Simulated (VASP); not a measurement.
Calculation: PBE GGA, VASP's PBE PAW potentials (set 64) (plane waves; VASP 6.6.1).

The input files of a VASP run:

**POSCAR**
```
ZrGe
1.0
  4.4972090000   0.0000000000   0.0000000000
 -2.2486040000   3.8946970000   0.0000000000
  0.0000000000   0.0000000000   6.2680080000
Zr Ge
2 2
Cartesian
  0.0000000000   0.0000000000   0.0000000000
  0.0000000000   0.0000000000   3.1340040000
 -0.0000019153   2.5964659649   1.5670020000
  2.2486069153   1.2982310351   4.7010060000
```

### INCAR
```
ISMEAR = -1   # Fermi-Dirac
LREAL = .FALSE.   # projection in real space or not
ENCUT = 300   # plane-wave cut-off (eV)
GGA = PE   # PBE
ALGO = Normal
EDIFF = 1E-6
LCHARG = .FALSE.
SIGMA = 0.1   # width (eV)
SYSTEM = ZrGe
PREC = Accurate
LMAXMIX = 4
LASPH = .TRUE.   # aspherical one-centre terms
ISIF = 2   # forces and stress, cell fixed
NELM = 100   # most electronic steps
LWAVE = .FALSE.
```

### KPOINTS
```
Automatic
0
gamma
  5 5 3
```

POTCAR, in this order: Zr_sv Ge_d (PBE.64 set). Program: vasp_std.

The run wrote:

### OUTCAR
```
 ion  position               nearest neighbor table
   1  0.000  0.000  0.000-   3 3.03   4 3.03   3 3.03   4 3.03   4 3.03   3 3.03   2 3.13   2 3.13
  LATTYP: Found a hexagonal cell.
 ALAT       =     4.4972090000
 C/A-ratio  =     1.3937551046
 Subroutine PRICEL returns:
 Original cell was already a primitive cell.
 Subroutine GETGRP returns: Found 24 space group operations
The static configuration has the point symmetry D_3d.
 The point group associated with its full space group is D_6h.
The dynamic configuration has the point symmetry D_3d.
 Subroutine INISYM returns: Found 24 space group operations
 Subroutine IBZKPT returns following result:
 Found     10 irreducible k-points:

 Following reciprocal coordinates:
            Coordinates               Weight
  0.000000  0.000000  0.000000      1.000000
  0.200000 -0.000000  0.000000      6.000000
  0.400000 -0.000000  0.000000      6.000000
  0.200000  0.200000  0.000000      6.000000
  0.400000  0.200000  0.000000      6.000000
  0.000000  0.000000  0.333333      2.000000
  0.200000 -0.000000  0.333333     12.000000
  0.400000 -0.000000  0.333333     12.000000
  0.200000  0.200000  0.333333     12.000000
  0.400000  0.200000  0.333333     12.000000
   k-points           NKPTS =     10   k-points in BZ     NKDIM =     10   number of bands    NBANDS=     31
   number of dos      NEDOS =    301   number of ions     NIONS =      4
   total plane-waves  NPLWV =  28224
   dimension x,y,z NGX =    28 NGY =   28 NGZ =   36
   dimension x,y,z NGXF=    56 NGYF=   56 NGZF=   72
   ions per type =               2   2
   PREC   = accura    normal or accurate (medium, high low for compatibility)
   ISTART =      0    job   : 0-new  1-cont  2-samecut
   ICHARG =      2    charge: 1-file 2-atom 10-const
   ISPIN  =      1    spin polarized calculation?
   LNONCOLLINEAR =      F non collinear calculations
   LSORBIT =      F    spin-orbit coupling
   INIWAV =      1    electr: 0-lowe 1-rand  2-diag
...
```

### OSZICAR
```
       N       E                     dE             d eps       ncg     rms          rms(c)
DAV:   1     0.489993375327E+03    0.48999E+03   -0.20062E+04   723   0.245E+03
DAV:   2     0.424151188889E+02   -0.44758E+03   -0.43912E+03   641   0.696E+02
DAV:   3    -0.242393637910E+02   -0.66654E+02   -0.65958E+02   875   0.175E+02
DAV:   4    -0.287589939010E+02   -0.45196E+01   -0.44959E+01   906   0.437E+01
DAV:   5    -0.289930044328E+02   -0.23401E+00   -0.23397E+00  1034   0.809E+00    0.115E+01
DAV:   6    -0.265241895102E+02    0.24688E+01   -0.14335E+01   974   0.211E+01    0.352E+00
DAV:   7    -0.264481655142E+02    0.76024E-01   -0.98889E-01   857   0.693E+00    0.205E+00
DAV:   8    -0.264313047057E+02    0.16861E-01   -0.11321E-01   855   0.246E+00    0.601E-01
DAV:   9    -0.264329921882E+02   -0.16875E-02   -0.14454E-02   905   0.797E-01    0.256E-01
DAV:  10    -0.264331989065E+02   -0.20672E-03   -0.35256E-03   980   0.301E-01    0.453E-02
DAV:  11    -0.264331816469E+02    0.17260E-04   -0.30457E-04   816   0.125E-01    0.258E-02
DAV:  12    -0.264331804850E+02    0.11619E-05   -0.22286E-05   805   0.251E-02    0.722E-03
DAV:  13    -0.264331800659E+02    0.41909E-06   -0.45506E-06   666   0.118E-02
   1 F= -.26433180E+02 E0= -.26374096E+02  d E =-.118168E+00
```

File OUTCAR:
```
------------------------ aborting loop because EDIFF is reached ----------------------------------------
  FORCE on cell =-STRESS in cart. coord.  units (eV):
  Direction    XX          YY          ZZ          XY          YZ          ZX
  --------------------------------------------------------------------------------------
  Total      -11.4849333    -11.4849319     -2.6927572     -0.0000015      0.0000000      0.0000000
  in kB     -167.6072381   -167.6072174    -39.2971894     -0.0000215      0.0000000      0.0000000
  external PRESSURE =    -124.8372150 kB  Pullay stress =       0.0000000 kB
  volume of cell :      109.79
      direct lattice vectors                 reciprocal lattice vectors
     4.497209000  0.000000000  0.000000000     0.222360135  0.128379663  0.000000000
    -2.248604000  3.894697000  0.000000000     0.000000000  0.256759383  0.000000000
     0.000000000  0.000000000  6.268008000     0.000000000  0.000000000  0.159540320
 POSITION                                       TOTAL-FORCE (eV/Angst)
 -----------------------------------------------------------------------------------
      0.00000      0.00000      0.00000        -0.000000      0.000000      0.000000
      0.00000      0.00000      3.13400        -0.000000      0.000000      0.000000
     -0.00000      2.59647      1.56700         0.000000     -0.000000     -0.000000
      2.24861      1.29823      4.70101         0.000000      0.000000     -0.000000
 -----------------------------------------------------------------------------------
    total drift:                               -0.000000      0.000000      0.000000
  FREE ENERGIE OF THE ION-ELECTRON SYSTEM (eV)
  ---------------------------------------------------
  free  energy   TOTEN  =       -26.4331800659 eV

  energy  without entropy=      -26.3150120660  energy(sigma->0) =      -26.37409607
```
(Selected blocks of OUTCAR.)

### OUTCAR
```
 val. band max:        4.7278786476   @ k =   0.4000   0.2000   0.0000

 cond. band min:       4.9089343541   @ k =   0.4000   0.2000   0.0000


 Fermi energy:         4.7621729071

 k-point     1 :       0.0000    0.0000    0.0000
  band No.  band energies     occupation
      1     -44.5441      2.00000
      2     -44.4863      2.00000
      3     -22.6843      2.00000
      4     -22.5785      2.00000
      5     -22.5785      2.00000
      6     -22.5112      2.00000
      7     -22.5112      2.00000
      8     -22.0949      2.00000
      9     -18.6628      2.00000
     10     -18.6628      2.00000
     11     -18.6545      2.00000
     12     -18.6527      2.00000
     13     -18.6525      2.00000
     14     -18.6525      2.00000
     15     -18.6360      2.00000
     16     -18.6360      2.00000
     17     -18.6299      2.00000
     18     -18.6299      2.00000
     19      -3.7825      2.00000
     20      -1.8096      2.00000
     21       1.8209      2.00000
     22       3.0371      2.00000
     23       3.0371      2.00000
     24       3.8143      1.99985
     25       5.0243      0.13557
     26       5.0243      0.13557
     27       5.8494      0.00004
     28       5.8494      0.00004
     29       6.4985      0.00000
     30       6.4985      0.00000
     31       7.5326      0.00000

 k-point     2 :       0.2000   -0.0000    0.0000
  band No.  band energies     occupation
      1     -44.5437      2.00000
      2     -44.4863      2.00000
      3     -22.6831      2.00000
      4     -22.5859      2.00000
      5     -22.5801      2.00000
      6     -22.5177      2.00000
      7     -22.5137      2.00000
      8     -22.0948      2.00000
      9     -18.6614      2.00000
     10     -18.6599      2.00000
     11     -18.6561      2.00000
     12     -18.6542      2.00000
     13     -18.6538      2.00000
     14     -18.6533      2.00000
     15     -18.6353      2.00000
     16     -18.6342      2.00000
     17     -18.6322      2.00000
...
```

At this cut-off the stress carries a Pulay error, which pulls relaxed volumes low.

The structure was generated: ZrGe was put into an ordered model structure, which need not be its known phase. The cell was not relaxed at this level. The k-mesh is coarse (spacing up to 0.33 per Å, 2π included), so the numbers may not be converged in it.
